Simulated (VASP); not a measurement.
Output of a VASP run:

**OUTCAR**
```
 ion  position               nearest neighbor table
   1  0.500  0.000  0.000-  60 2.19  32 2.20  87 2.20  95 2.20  76 2.20  92 2.20  91 2.20  85 2.20
                             3 3.58  22 3.58   2 3.58   8 3.58   5 3.58  13 3.58   7 3.58  15 3.58
   2  0.749  0.251  1.000-  78 2.18  77 2.18  87 2.19  34 2.19  53 2.19  32 2.19  56 2.20  93 2.20
                             6 3.57   1 3.58  14 3.58  28 3.59  13 3.59  16 3.59   4 3.59   3 3.59
   3  0.749  0.000  0.251-  66 2.18  61 2.18  43 2.19  36 2.19  32 2.19  91 2.19  93 2.20  44 2.21
                            11 3.56  19 3.58   1 3.58  16 3.59   2 3.59  25 3.59   4 3.59   7 3.60
   4  0.000  1.000  1.000-  81 2.19  94 2.19  38 2.19  44 2.19  73 2.19  93 2.19  75 2.19  56 2.19
                            15 3.59  25 3.59  31 3.59  16 3.59  13 3.59   5 3.59   8 3.59   2 3.59
   5  0.251  0.251  0.000-  69 2.18  40 2.18  95 2.19  57 2.19  88 2.19  76 2.19  38 2.20  75 2.21
                             6 3.56  14 3.58   1 3.58  16 3.59   8 3.59   4 3.59  22 3.60  28 3.60
   6  0.500  0.500  1.000-  90 2.17  69 2.17  78 2.17  42 2.17  40 2.17  77 2.17  71 2.18  89 2.18
                             5 3.56   2 3.57   7 3.57  15 3.57  23 3.57   9 3.58  29 3.58  10 3.58
   7  0.749  0.749  0.000-  42 2.17  71 2.18  80 2.19  92 2.19  79 2.19  91 2.19  44 2.20  73 2.21
                             6 3.57  14 3.58   1 3.58  31 3.59  25 3.59   4 3.59  13 3.59   3 3.60
   8  0.251  0.000  0.251-  59 2.17  46 2.18  45 2.19  95 2.19  82 2.19  60 2.19  81 2.20  38 2.21
                            11 3.57  19 3.58   1 3.58   5 3.59  16 3.59  25 3.59   4 3.59  15 3.59
   9  0.500  0.255  0.255-  48 2.09  39 2.09  40 2.20  61 2.20  77 2.20  46 2.21  32 2.25  95 2.26
                            12 3.51  17 3.51  10 3.51  20 3.51   6 3.58  11 3.58   5 3.61   3 3.61
  10  0.745  0.500  0.255-  41 2.09  48 2.10  33 2.20  77 2.20  50 2.21  42 2.21  79 2.25  34 2.25
                             9 3.51  12 3.51  21 3.51  18 3.52  26 3.58   6 3.58   7 3.61   2 3.61
  11  0.500  1.000  0.500-  66 2.16  86 2.17  65 2.17  59 2.17  52 2.17  61 2.17  83 2.18  46 2.18
                             3 3.56   8 3.57  22 3.57  13 3.57  18 3.58  21 3.58  12 3.58  27 3.58
  12  0.745  0.255  0.500-  47 2.09  48 2.09  61 2.20  54 2.20  33 2.20  52 2.21  67 2.26  36 2.26
                            24 3.51   9 3.51  23 3.51  10 3.51  11 3.58  26 3.58  28 3.61   3 3.61
  13  0.749  0.000  0.749-  65 2.18  52 2.18  67 2.19  87 2.19  74 2.19  92 2.19  73 2.20  56 2.20
                            11 3.57  19 3.58   1 3.58  28 3.59   2 3.59  31 3.59   4 3.59   7 3.59
  14  0.000  0.500  1.000-  58 2.19  88 2.19  55 2.19  80 2.20  57 2.20  34 2.20  53 2.20  79 2.20
                            15 3.58  31 3.58   5 3.58   7 3.58  28 3.58  25 3.58  16 3.58   2 3.58
  15  0.251  0.749  0.000-  90 2.17  89 2.18  58 2.19  60 2.19  55 2.19  85 2.19  94 2.20  81 2.20
                             6 3.57  14 3.58   1 3.58   4 3.59  25 3.59  31 3.59   8 3.59  22 3.59
  16  1.000  0.251  0.251-  62 2.18  33 2.18  45 2.19  34 2.19  36 2.19  57 2.19  38 2.20  93 2.20
                            26 3.57  19 3.58  14 3.58   5 3.59   3 3.59   8 3.59   4 3.59   2 3.59
  17  0.255  0.501  0.255-  39 2.09  64 2.10  35 2.20  89 2.20  40 2.21  62 2.21  57 2.26  58 2.26
                            18 3.51  27 3.51   9 3.51  20 3.51  26 3.58   6 3.58  25 3.61  15 3.61
  18  0.500  0.745  0.255-  41 2.09  64 2.09  89 2.20  59 2.20  66 2.21  42 2.21  91 2.25  60 2.25
                            17 3.51  27 3.51  21 3.51  10 3.52  11 3.58   6 3.59   8 3.61  15 3.61
  19  0.000  0.000  0.500-  45 2.19  82 2.20  74 2.20  68 2.20  36 2.20  67 2.20  43 2.20  51 2.20
                             8 3.58  22 3.58  28 3.58  16 3.58  13 3.58   3 3.58  25 3.58  31 3.58
  20  0.255  0.255  0.500-  70 2.09  39 2.09  62 2.20  37 2.21  83 2.21  46 2.21  68 2.25  45 2.26
                            17 3.51  23 3.51  29 3.51   9 3.51  26 3.58  11 3.59  28 3.61  22 3.61
  21  0.745  0.746  0.500-  72 2.09  41 2.09  49 2.21  66 2.21  50 2.21  65 2.21  74 2.25  43 2.25
                            24 3.51  30 3.51  18 3.51  10 3.51  26 3.58  11 3.58   3 3.61  25 3.61
  22  0.251  0.000  0.749-  83 2.18  86 2.18  51 2.19  85 2.19  76 2.19  68 2.19  75 2.20  94 2.21
                            11 3.57  19 3.58   1 3.58  15 3.59   4 3.59  31 3.59   5 3.60  28 3.60
  23  0.500  0.255  0.745-  47 2.09  70 2.09  69 2.20  83 2.21  78 2.21  52 2.21  76 2.25  87 2.25
                            12 3.51  20 3.51  24 3.51  29 3.51   6 3.57  11 3.58  22 3.61   5 3.61
  24  0.745  0.500  0.745-  47 2.09  72 2.09  71 2.20  49 2.20  54 2.21  78 2.21  80 2.26  53 2.26
                            30 3.50  12 3.51  21 3.51  23 3.51  26 3.58   6 3.58  31 3.61   7 3.61
  25  0.000  0.749  0.251-  50 2.18  35 2.18  43 2.19  58 2.19  82 2.19  79 2.19  81 2.20  44 2.20
                            26 3.57  19 3.58  14 3.58  15 3.59   4 3.59   8 3.59   7 3.59   3 3.59
  26  1.000  0.500  0.500-  50 2.17  84 2.17  49 2.17  54 2.17  37 2.17  62 2.17  35 2.18  33 2.18
                            31 3.56  28 3.57  25 3.57  16 3.57  24 3.58  21 3.58  27 3.58  29 3.58
  27  0.255  0.745  0.501-  64 2.09  63 2.09  86 2.20  84 2.20  35 2.21  59 2.21  51 2.25  82 2.26
                            17 3.51  30 3.51  29 3.51  18 3.51  26 3.58  11 3.58  22 3.60  31 3.61
  28  1.000  0.251  0.749-  37 2.18  54 2.18  53 2.19  67 2.19  88 2.19  68 2.19  56 2.20  75 2.20
                            26 3.57  19 3.58  14 3.58   2 3.59  13 3.59   4 3.59  22 3.60   5 3.60
  29  0.254  0.500  0.746-  63 2.09  70 2.09  37 2.21  69 2.21  84 2.21  90 2.21  55 2.25  88 2.25
                            27 3.51  20 3.51  23 3.51  30 3.52   6 3.58  26 3.58  31 3.60  15 3.61
  30  0.500  0.745  0.745-  63 2.09  72 2.09  71 2.20  65 2.20  86 2.21  90 2.21  85 2.25  92 2.25
                            24 3.50  27 3.51  21 3.51  29 3.52  11 3.58   6 3.58   7 3.61  13 3.61
  31  1.000  0.749  0.749-  49 2.18  84 2.18  55 2.19  80 2.19  51 2.19  74 2.19  73 2.20  94 2.20
                            26 3.56  14 3.58  19 3.58  15 3.59   7 3.59   4 3.59  13 3.59  22 3.59
  32  0.625  0.125  0.125-   3 2.19   2 2.19   1 2.20   9 2.25
  33  0.877  0.376  0.375-  26 2.18  16 2.18  10 2.20  12 2.20
  34  0.875  0.374  0.125-  16 2.19   2 2.19  14 2.20  10 2.25
  35  0.123  0.624  0.376-  26 2.18  25 2.18  17 2.20  27 2.21
  36  0.875  0.125  0.375-   3 2.19  16 2.19  19 2.20  12 2.26
  37  0.123  0.376  0.624-  26 2.17  28 2.18  29 2.21  20 2.21
  38  0.125  0.125  0.125-   4 2.19  16 2.20   5 2.20   8 2.21
  39  0.366  0.367  0.367-  17 2.09  20 2.09   9 2.09
  40  0.376  0.376  0.123-   6 2.17   5 2.18   9 2.20  17 2.21
  41  0.634  0.635  0.365-  18 2.09  10 2.09  21 2.09
  42  0.624  0.624  0.122-   6 2.17   7 2.17  10 2.21  18 2.21
  43  0.875  0.875  0.374-  25 2.19   3 2.19  19 2.20  21 2.25
  44  0.875  0.875  0.125-   4 2.19   7 2.20  25 2.20   3 2.21
  45  0.125  0.125  0.374-   8 2.19  16 2.19  19 2.19  20 2.26
  46  0.376  0.123  0.376-  11 2.18   8 2.18   9 2.21  20 2.21
  47  0.633  0.367  0.634-  24 2.09  23 2.09  12 2.09
  48  0.633  0.367  0.367-   9 2.09  12 2.09  10 2.10
...
```

File OSZICAR:
```
...
RMM:   2    -0.949194852922E+03   -0.72583E-04   -0.86156E-04  1232   0.568E-02    0.260E-02
RMM:   3    -0.949194856197E+03   -0.32751E-05   -0.12634E-04  1250   0.170E-02    0.166E-02
RMM:   4    -0.949194855122E+03    0.10751E-05   -0.23037E-05   764   0.719E-03
  10 F= -.94919486E+03 E0= -.94917935E+03  d E =-.163165E-03  mag=     3.0000
       N       E                     dE             d eps       ncg     rms          rms(c)
DAV:   1    -0.949194855154E+03    0.10435E-05   -0.57055E-04  1416   0.488E-02    0.710E-03
RMM:   2    -0.949194856050E+03   -0.89570E-06   -0.12814E-05   720   0.700E-03    0.319E-03
RMM:   3    -0.949194855974E+03    0.75295E-07   -0.78610E-07   563   0.187E-03    0.198E-03
RMM:   4    -0.949194855916E+03    0.57855E-07   -0.14538E-07   261   0.105E-03
  11 F= -.94919486E+03 E0= -.94917935E+03  d E =-.163959E-03  mag=     3.0000
       N       E                     dE             d eps       ncg     rms          rms(c)
DAV:   1    -0.949194986033E+03   -0.13006E-03   -0.29497E-02  1272   0.351E-01    0.471E-02
RMM:   2    -0.949195036732E+03   -0.50699E-04   -0.59393E-04  1232   0.474E-02    0.202E-02
RMM:   3    -0.949195038982E+03   -0.22505E-05   -0.81356E-05  1083   0.139E-02    0.142E-02
RMM:   4    -0.949195037883E+03    0.10991E-05   -0.14698E-05   741   0.587E-03
  12 F= -.94919504E+03 E0= -.94917954E+03  d E =-.181967E-03  mag=     3.0000
       N       E                     dE             d eps       ncg     rms          rms(c)
DAV:   1    -0.949195039290E+03   -0.30814E-06   -0.26121E-04  1312   0.324E-02    0.602E-03
RMM:   2    -0.949195039964E+03   -0.67371E-06   -0.75526E-06   687   0.525E-03    0.329E-03
RMM:   3    -0.949195040030E+03   -0.65818E-07   -0.11544E-06   466   0.176E-03    0.192E-03
RMM:   4    -0.949195040063E+03   -0.33448E-07   -0.44015E-07   304   0.128E-03
  13 F= -.94919504E+03 E0= -.94917954E+03  d E =-.184147E-03  mag=     3.0000
       N       E                     dE             d eps       ncg     rms          rms(c)
DAV:   1    -0.949195114650E+03   -0.74620E-04   -0.14270E-02  1272   0.246E-01    0.310E-02
RMM:   2    -0.949195140135E+03   -0.25485E-04   -0.28921E-04  1232   0.332E-02    0.131E-02
RMM:   3    -0.949195141409E+03   -0.12743E-05   -0.39116E-05   849   0.973E-03    0.821E-03
RMM:   4    -0.949195141212E+03    0.19715E-06   -0.72913E-06   699   0.401E-03
  14 F= -.94919514E+03 E0= -.94917963E+03  d E =-.101149E-03  mag=     3.0000
       N       E                     dE             d eps       ncg     rms          rms(c)
DAV:   1    -0.949195148941E+03   -0.75321E-05   -0.18474E-03  1280   0.881E-02    0.117E-02
RMM:   2    -0.949195152399E+03   -0.34577E-05   -0.39159E-05   890   0.121E-02    0.528E-03
RMM:   3    -0.949195152567E+03   -0.16837E-06   -0.53166E-06   690   0.371E-03    0.332E-03
RMM:   4    -0.949195152638E+03   -0.71039E-07   -0.18957E-06   421   0.180E-03
  15 F= -.94919515E+03 E0= -.94917964E+03  d E =-.112575E-03  mag=     3.0000
       N       E                     dE             d eps       ncg     rms          rms(c)
DAV:   1    -0.949195213813E+03   -0.61245E-04   -0.85772E-03  1248   0.192E-01    0.227E-02
RMM:   2    -0.949195229946E+03   -0.16134E-04   -0.17841E-04  1232   0.262E-02    0.975E-03
RMM:   3    -0.949195230825E+03   -0.87856E-06   -0.23885E-05   790   0.765E-03    0.595E-03
RMM:   4    -0.949195230829E+03   -0.44565E-08   -0.52547E-06   705   0.323E-03
  16 F= -.94919523E+03 E0= -.94917972E+03  d E =-.781911E-04  mag=     3.0000
```

**OUTCAR**
```
------------------------ aborting loop because EDIFF is reached ----------------------------------------
  FORCE on cell =-STRESS in cart. coord.  units (eV):
  Direction    XX          YY          ZZ          XY          YZ          ZX
  --------------------------------------------------------------------------------------
  Total      -37.6122105    -37.6211663    -37.6308750     -0.0865154     -0.0157623      0.0312249
  in kB      -58.0504724    -58.0642947    -58.0792791     -0.1335274     -0.0243275      0.0481924
  external PRESSURE =     -58.0646821 kB  Pullay stress =       0.0000000 kB
  volume of cell :     1038.09
      direct lattice vectors                 reciprocal lattice vectors
    10.125377583  0.000000000  0.000000000     0.098761749  0.000000000  0.000000000
     0.000000000 10.125377583  0.000000000     0.000000000  0.098761749  0.000000000
     0.000000000  0.000000000 10.125377583     0.000000000  0.000000000  0.098761749
 POSITION                                       TOTAL-FORCE (eV/Angst)
 -----------------------------------------------------------------------------------
      5.06250      0.00049      0.00032        -0.003113      0.007095      0.003873
      7.58355      2.54178     10.12462        -0.001215      0.001844      0.004482
      7.58215      0.00463      2.54136        -0.001658      0.003994      0.000853
      0.00052     10.12531     10.12495        -0.000985      0.002707      0.002000
      2.53956      2.54114      0.00411        -0.001814      0.000204     -0.001324
      5.06263      5.06327     10.12517        -0.007860      0.002913      0.000430
      7.58412      7.58494      0.00071         0.008639      0.005324      0.001283
      2.54118      0.00247      2.54349         0.006503      0.005639     -0.003446
      5.06082      2.58493      2.58101        -0.000793     -0.004912     -0.003651
      7.54770      5.06313      2.57752         0.005922     -0.007146     -0.005789
      5.06299      0.00061      5.06232        -0.008288     -0.006341      0.012438
      7.54211      2.58401      5.06269         0.002047      0.004044      0.001836
      7.58407      0.00306      7.58382         0.000696      0.000191      0.001733
     10.12535      5.06244      0.00000         0.001354      0.002452      0.001070
      2.54069      7.58596      0.00104        -0.007657     -0.002563      0.000596
     10.12416      2.54165      2.54179         0.002815     -0.000399     -0.001518
      2.58001      5.06618      2.58195        -0.009053      0.022052     -0.004213
      5.06269      7.54809      2.57802         0.003342     -0.008403     -0.002102
     10.12476      0.00059      5.06271         0.019766     -0.020974      0.001992
      2.57755      2.57971      5.06414         0.006835      0.002500     -0.015550
      7.54773      7.54828      5.06311        -0.004278     -0.006887     -0.025026
      2.54197      0.00139      7.58376        -0.004125      0.002418      0.003194
      5.06121      2.57990      7.54760        -0.002837     -0.002510      0.009731
      7.54422      5.06678      7.54452         0.004930     -0.008628      0.003662
     10.12535      7.58651      2.54113        -0.002531     -0.001683     -0.009421
      0.00007      5.06249      5.06212        -0.002271      0.007663      0.003011
      2.57992      7.54611      5.06510        -0.006276     -0.000769     -0.005349
     10.12221      2.54170      7.58470        -0.001176      0.001530      0.000946
      2.57675      5.06273      7.54849         0.023402      0.001699      0.003289
      5.06287      7.54793      7.54773        -0.013041     -0.008225     -0.009558
     10.12487      7.58581      7.58569         0.002919      0.000714      0.002242
      6.33178      1.26668      1.26433        -0.002491      0.001667     -0.003733
      8.87954      3.80518      3.80106         0.000135      0.001472     -0.002568
      8.86159      3.79109      1.26253        -0.001103      0.001425     -0.001011
      1.24605      6.32087      3.80191        -0.002807      0.000583     -0.004330
      8.85931      1.26725      3.79429         0.000207      0.000907      0.007100
      1.24179      3.80465      6.32453         0.001066      0.000293      0.004101
      1.26343      1.26692      1.26323        -0.001212     -0.000974     -0.003584
      3.70274      3.70724      3.70677         0.001975     -0.003868     -0.003011
      3.80525      3.80478      1.24462        -0.001009     -0.001901     -0.005050
      6.42547      6.42580      3.69868        -0.004909     -0.006281      0.008019
      6.32076      6.32230      1.23889         0.002536      0.002007      0.002958
      8.85988      8.86152      3.78903        -0.000355      0.004509     -0.001613
      8.85955      8.85991      1.26225         0.002007      0.002269     -0.003881
      1.26530      1.26491      3.78997        -0.000363     -0.001325     -0.001388
      3.80353      1.24595      3.80614         0.000141      0.001588      0.003948
      6.41783      3.70690      6.42215         0.002693     -0.000727      0.002409
      6.41768      3.71053      3.70704         0.001123     -0.007571     -0.001488
      8.88107      6.32240      6.32401         0.001237     -0.000059      0.003946
      8.88466      6.32262      3.80651        -0.005177      0.002925      0.003128
      1.26596      8.86051      6.33701        -0.003235      0.002422      0.002016
      6.32041      1.24539      6.32054         0.001743      0.001931     -0.004800
      8.85806      3.79323      8.85688         0.001206      0.003834     -0.000762
      8.87963      3.80500      6.31862         0.003264     -0.001625     -0.001115
      1.26436      6.33338      8.85759        -0.000607     -0.002726     -0.002088
      8.86069      1.26589      8.86263         0.001294     -0.000555      0.004989
...
```
(Selected blocks of OUTCAR.)

**POSCAR**
```
Hf31O64
1
   10.1253775828     0.0000000000     0.0000000000
    0.0000000000    10.1253775828    -0.0000000000
   -0.0000000000    -0.0000000000    10.1253775828
Hf O
31 64
Direct
  0.5000038094   0.0000702247   0.0000384238
  0.7492084985   0.2509177484   0.9998544001
  0.7490611002   0.0001636230   0.2510116766
  0.0000656588   0.9999644656   0.9999980668
  0.2508193541   0.2509673663   0.0002364899
  0.4998944233   0.4996244252   0.9999086838
  0.7491807372   0.7490199238   0.0000186745
  0.2508553300   0.0000861309   0.2509653730
  0.4999242759   0.2553070542   0.2550030416
  0.7453315200   0.5000349333   0.2545610959
  0.5001387855   0.9999298333   0.4998666013
  0.7448084436   0.2552316538   0.5001153291
  0.7492231930   0.0000810085   0.7491629364
  0.0002217200   0.5001436835   0.9998974156
  0.2506846261   0.7491508031   0.0000022014
  0.9999751152   0.2508194877   0.2508031679
  0.2550440413   0.5005077417   0.2553221231
  0.4997778125   0.7454334634   0.2548103360
  0.0000571913   0.0000877682   0.5000301572
  0.2546689944   0.2551641199   0.5001562373
  0.7454733412   0.7455423563   0.4999712595
  0.2510018468   0.0000508253   0.7489928001
  0.4998018615   0.2551002620   0.7452964732
  0.7448719940   0.5003328110   0.7447300821
  0.0000428602   0.7492317048   0.2508478033
  0.9998251666   0.5002918025   0.5001533165
  0.2549547136   0.7450897769   0.5005574464
  0.9997645963   0.2509838437   0.7490839437
  0.2542813316   0.5000070296   0.7456679574
  0.5002843003   0.7452025344   0.7452824246
  0.9999368982   0.7491189347   0.7492438083
  0.6254623674   0.1250991184   0.1250768889
  0.8765785831   0.3757263963   0.3754816688
  0.8751308679   0.3743964691   0.1248571065
  0.1233744304   0.6243093086   0.3756179631
  0.8748829386   0.1251691298   0.3745486104
  0.1226349376   0.3758264582   0.6244775025
  0.1247169387   0.1250912261   0.1248077783
  0.3661449283   0.3667679127   0.3667484336
  0.3757849902   0.3757938844   0.1232088275
  0.6343683071   0.6346052027   0.3653786187
  0.6240938288   0.6242866233   0.1221375303
  0.8749756462   0.8750257676   0.3742214944
  0.8750354113   0.8750288987   0.1246570374
  0.1248909251   0.1249246165   0.3743296677
  0.3755565221   0.1233200518   0.3757004053
  0.6332140953   0.3666351694   0.6338110632
  0.6331487507   0.3671515639   0.3667264829
  0.8769589948   0.6244502676   0.6244433472
  0.8775110953   0.6243305848   0.3758857631
  0.1251109912   0.8749219563   0.6258027765
  0.6241903473   0.1231710540   0.6244003613
  0.8749692549   0.3745375895   0.8748268221
  0.8767051342   0.3758459452   0.6241191429
  0.1249551115   0.6256411218   0.8747785871
  0.8751509532   0.1249788858   0.8751408568
  0.1251184022   0.3746533005   0.1251527715
  0.1248599884   0.6257854109   0.1248276938
  0.3755938905   0.8773350004   0.3753765603
  0.3742492406   0.8750659264   0.1246266981
  0.6242756833   0.1236739405   0.3756992495
  0.1225337041   0.3755507166   0.3757842869
  0.3660081478   0.6339198318   0.6347360098
  0.3669076407   0.6338076515   0.3672564411
  0.6243045014   0.8772611738   0.6245336284
  0.6242890094   0.8777003930   0.3760138660
  0.8749165283   0.1251642898   0.6256403772
  0.1250591412   0.1251775537   0.6255063757
  0.3756031796   0.3757126296   0.8772490027
  0.3657527948   0.3661951107   0.6341357403
  0.6241766510   0.6242426121   0.8762410366
  0.6335389686   0.6339390284   0.6329973171
  0.8752369515   0.8751696902   0.8749470806
  0.8750401838   0.8750492337   0.6255059728
  0.1248843398   0.1248770782   0.8749813526
  0.3744059507   0.1250736652   0.8749200157
  0.6245240241   0.3756615987   0.1232302402
  0.6243140265   0.3757131367   0.8773212378
  0.8747602447   0.6255717689   0.1252569977
  0.8749191747   0.6256760399   0.8751369604
  0.1247576629   0.8753106855   0.1250615209
  0.1249418375   0.8749078269   0.3746061094
  0.3756505859   0.1231705711   0.6242688733
  0.1227967092   0.6242381672   0.6241411573
  0.3745511861   0.8748101214   0.8744798100
  0.3758419576   0.8770747306   0.6238825675
  0.6256430256   0.1250087423   0.8750158354
  0.1248977038   0.3743715386   0.8751209523
  0.3755768467   0.6244015581   0.1239324854
  0.3756318471   0.6242649578   0.8780226217
  0.6255263919   0.8748494950   0.1253262898
  0.6257072238   0.8748989212   0.8751889249
  0.8750949432   0.1248283871   0.1248748587
  0.1250387633   0.8750904141   0.8753177757
  0.3742750564   0.1250525600   0.1249948219
```

Write an INCAR and KPOINTS that could have produced this output.

Several could match; the one computed here: the input of the run itself, PBE GGA, plane waves, VASP's PBE PAW potentials (set 64).

File KPOINTS:
```
Automatic mesh
0
Gamma
1 1 1
0 0 0
```

**INCAR**
```
SYSTEM  =  Hf31O64
PREC  =  Normal; ENCUT  =  400; LREAL  =  Auto
LASPH  =  .True.; ISYM  =  0; NELECT  =  507.0
EDIFF  =  1E-5; NELM  =  100; NELMIN  =  4
ALGO  =  Fast; LMAXMIX  =  6
ISMEAR  =  0; SIGMA  =  0.05
GGA  =  PE
ISPIN  =  2; MAGMOM  =  95*0.0316; NUPDOWN  =  3
IBRION  =  2; NSW  =  120; ISIF  =  2
EDIFFG  =  -0.03
LWAVE  =  .False.; LCHARG  =  .False.; LORBIT  =  10
```

POTCAR, in this order: Hf O (PBE.64 set). Program: vasp_gam.

At this cut-off the stress carries a Pulay error, which pulls relaxed volumes low. The cell is charged, with a uniform compensating background. The supercell is sampled at Γ alone, which is coarse: total energies, pressure and levels can be off, energies of defects by several tenths of an eV.

The cell is a supercell with a defect, built from HfO2 (fluorite, the high-temperature cubic form, which is unstable at 0 K; the monoclinic form is the stable one): vac_Hf, charge +1.
